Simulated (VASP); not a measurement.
# Relaxed cell of Mn3Sn: a test of cutoff and mesh, part 3 of 3

How far does the relaxed cell of Mn3Sn depend on cutoff and k mesh? The starting structure is a measured crystal structure from the Crystallography Open Database. The first relaxation on each setting starts from this cell expanded by 3 % in volume.

VASP 6.6.1.

Results so far: reference 13.25 Å³ an atom; a cutoff of 270 eV 12.90 Å³ an atom; a 4×4×4 mesh 13.27 Å³ an atom; a cutoff of 600 eV 13.28 Å³ an atom.

**6. Relaxation with a 9×9×10 mesh**

Level of this step: PBEsol, spin-polarised from an antiferromagnetic start; plane waves and PAW (Sn_d, Mn_pv) (VASP).

Against step 2 the input has a 9×9×10 mesh. This run starts from the cell of an earlier relaxation, which isn't shown; the restart sets up the plane waves anew.

Contents of INCAR:

```
SYSTEM = Mn3Sn
PREC = Accurate
ENCUT = 450
EDIFF = 1E-06
NELM = 100
ISMEAR = 1
SIGMA = 0.15
LREAL = .FALSE.
ALGO = Normal
GGA = PS
NBANDS = 69
ISPIN = 2
MAGMOM = 0 0 4 -4 4 -4 4 -4
LASPH = .TRUE.
LMAXMIX = 4
LORBIT = 11
LWAVE = .FALSE.
LCHARG = .FALSE.
KPAR = 8
IBRION = 2
NSW = 50
ISIF = 3
EDIFFG = -0.006
```

Contents of POSCAR:

```
Mn3Sn
1.0
    5.3604206777      0.0000000000      0.0000000000
   -2.6802103388      4.6422604819      0.0000000000
    0.0000000000      0.0000000000      4.2718711884
Sn Mn
2 6
Direct
    0.6666666667      0.3333333333      0.7500000000
    0.3333333333      0.6666666667      0.2500000000
    0.6931906562      0.8465953281      0.7500000000
    0.8465953281      0.1534046720      0.2500000000
    0.1534046720      0.3068093438      0.7500000000
    0.3068093438      0.1534046720      0.2500000000
    0.1534046720      0.8465953281      0.7500000000
    0.8465953281      0.6931906562      0.2500000000
```

Contents of KPOINTS:

```
Automatic mesh
0
Gamma
9 9 10
0 0 0
```

PAW data sets: Sn_d and Mn_pv (PBE family, release 64).

Run with:

```console
mpirun -np 8 vasp_std
```

Log:

```text
[... set-up lines as in an earlier step ...]
 entering main loop
       N       E                     dE             d eps       ncg     rms          rms(c)
DAV:   1     0.137620881233E+04    0.13762E+04   -0.50349E+04 20411   0.222E+03
DAV:   2     0.112675482279E+03   -0.12635E+04   -0.12221E+04 19872   0.656E+02
DAV:   3    -0.605178049818E+02   -0.17319E+03   -0.16215E+03 19997   0.228E+02
DAV:   4    -0.702460002867E+02   -0.97282E+01   -0.95506E+01 22676   0.578E+01
[...]
DAV:  13    -0.659296480508E+02    0.15409E-05   -0.20650E-05 24961   0.307E-02    0.220E-02
DAV:  14    -0.659296464024E+02    0.16484E-05   -0.22206E-06 15635   0.892E-03    0.833E-03
DAV:  15    -0.659296458544E+02    0.54803E-06   -0.80198E-07 11291   0.951E-03
   1 F= -.65929646E+02 E0= -.65929764E+02  d E =-.659296E+02  mag=    -0.0000
[...]
N       E                     dE             d eps       ncg     rms          rms(c)
DAV:   1    -0.660047197633E+02   -0.75073E-01   -0.11773E+00 20722   0.881E+00    0.240E+00
[...]
DAV:   6    -0.659295837529E+02    0.52839E-04   -0.16082E-04 20586   0.864E-02    0.174E-02
DAV:   7    -0.659295832917E+02    0.46126E-06   -0.86018E-06 21576   0.194E-02
   2 F= -.65929583E+02 E0= -.65929784E+02  d E =0.625627E-04  mag=    -0.0000
 trial-energy change:    0.000063  1 .order    0.000025   -0.001913    0.001962
 step:   0.4790(harm=  0.4936)  dis= 0.00010  next Energy=   -65.930100 (dE=-0.454E-03)
[...]
N       E                     dE             d eps       ncg     rms          rms(c)
DAV:   1    -0.659506745102E+02   -0.21091E-01   -0.32118E-01 20722   0.463E+00    0.126E+00
DAV:   2    -0.659346890217E+02    0.15985E-01   -0.15453E-01 20552   0.249E+00    0.808E-01
DAV:   3    -0.659305749628E+02    0.41141E-02   -0.15811E-02 20582   0.912E-01    0.225E-01
DAV:   4    -0.659302887566E+02    0.28621E-03   -0.12454E-03 23761   0.187E-01    0.110E-01
DAV:   5    -0.659301301588E+02    0.15860E-03   -0.33140E-04 26040   0.122E-01    0.296E-02
DAV:   6    -0.659301138738E+02    0.16285E-04   -0.38618E-05 20660   0.420E-02    0.941E-03
DAV:   7    -0.659301135650E+02    0.30887E-06   -0.25779E-06 16068   0.104E-02
   3 F= -.65930114E+02 E0= -.65930271E+02  d E =-.467711E-03  mag=    -0.0000
[...]
reached required accuracy - stopping structural energy minimisation
```

It took 2.2 min on 8 MPI ranks of AMD EPYC 9R45, shared host; peak memory 5.2 GiB.

From OUTCAR (step 6):

```text
  Total        0.0356152      0.0356152     -0.0447814      0.0000000      0.0000000     -0.0000000
  in kB        0.5382922      0.5382922     -0.6768307      0.0000000      0.0000000     -0.0000000
  external PRESSURE =       0.1332513 kB  Pullay stress =       0.0000000 kB

 POSITION                                       TOTAL-FORCE (eV/Angst)
 -----------------------------------------------------------------------------------
      2.67785      1.54606      3.20057         0.000000      0.000000      0.000000
     -0.00000      3.09211      1.06686         0.000000      0.000000      0.000000
      1.44555      3.92670      3.20057        -0.003109     -0.001795      0.000000
      4.12340      0.71146      1.06686        -0.003109      0.001795     -0.000000
      0.00000      1.42293      3.20057         0.000000      0.003590      0.000000
      1.23229      0.71146      1.06686         0.003109      0.001795      0.000000
     -1.44555      3.92670      3.20057         0.003109     -0.001795      0.000000
      2.67785      3.21524      1.06686        -0.000000     -0.003590     -0.000000
 -----------------------------------------------------------------------------------
    total drift:                               -0.000001     -0.000000     -0.000000

  FREE ENERGIE OF THE ION-ELECTRON SYSTEM (eV)
  ---------------------------------------------------
  free  energy   TOTEN  =       -65.9301135650 eV

  energy  without entropy=      -65.9305868324  energy(sigma->0) =      -65.93027132

 magnetization (x)
# of ion       s       p       d       tot
------------------------------------------
    1        0.001  -0.020  -0.001  -0.019
    2       -0.001   0.020   0.001   0.019
    3        0.011   0.014   1.845   1.870
    4       -0.011  -0.014  -1.845  -1.870
    5        0.011   0.014   1.845   1.870
    6       -0.011  -0.014  -1.845  -1.870
    7        0.011   0.014   1.845   1.870
    8       -0.011  -0.014  -1.845  -1.870
--------------------------------------------------
tot         -0.000   0.000   0.000  -0.000

[... 1 part as in an earlier step ...]

[... 3 further parts left out ...]
[key lines of the parts left out:]
E-fermi :  10.8704
```

With a 9×9×10 mesh the cell ends at 13.251 Å³ an atom, +0.00 % from the reference.

**7. All runs side by side**

```tsv
run	volume (Å³/atom)	change (%)	pressure left (GPa)	core minutes
reference	13.251	-	0.01	60.3
a cutoff of 270 eV	12.902	-2.64	0.0	41.2
a 4×4×4 mesh	13.272	0.16	-0.03	34.8
a cutoff of 600 eV	13.285	0.25	0.02	104.0
a 9×9×10 mesh	13.251	0.0	0.01	87.7
```

Core minutes are wall time times ranks, summed over the relaxations behind a row (those for a bulk modulus apart), on shared hosts.

**8. What came out**

| Quantity | Value |
| --- | --- |
| volume of the reference | 13.25 Å³/atom |
| volume against the reference, a cutoff of 270 eV | -2.64 % |
| volume against the reference, a 4×4×4 mesh | +0.16 % |
| volume against the reference, a cutoff of 600 eV | +0.25 % |
| volume against the reference, a 9×9×10 mesh | +0.00 % |

**Reading.** The volume moves most with a cutoff of 270 eV: -2.64 % against the reference (450 eV, 6×6×8 mesh). On finer settings it changes by +0.25 % with a cutoff of 600 eV and +0.00 % with a 9×9×10 mesh. The relaxations stop with up to 0.03 GPa left, which at a bulk modulus of 50 GPa, to name a scale, is 0.06 % of the volume, and more along a soft axis. That understates it: a restart alone still moved the volume by up to 2.6 %. A cell that shrinks at the lower cutoff is the usual mark of Pulay stress, the error that a plane-wave basis makes when it is kept while the volume changes. Further runs on this material are not shown.

[Lines on the potential files, build, host, timing and source positions are cut from VASP's logs without a mark.]

[Logs are printed without paths, hosts, clocks, repeated set-up lines and the standing remarks that a program may print on its own settings, such as how far it seeks lower states.]

[Hosts, paths, dates, database ids (printed as entryN), source tags and the programs' standing remarks are cut or masked in the printed files.]
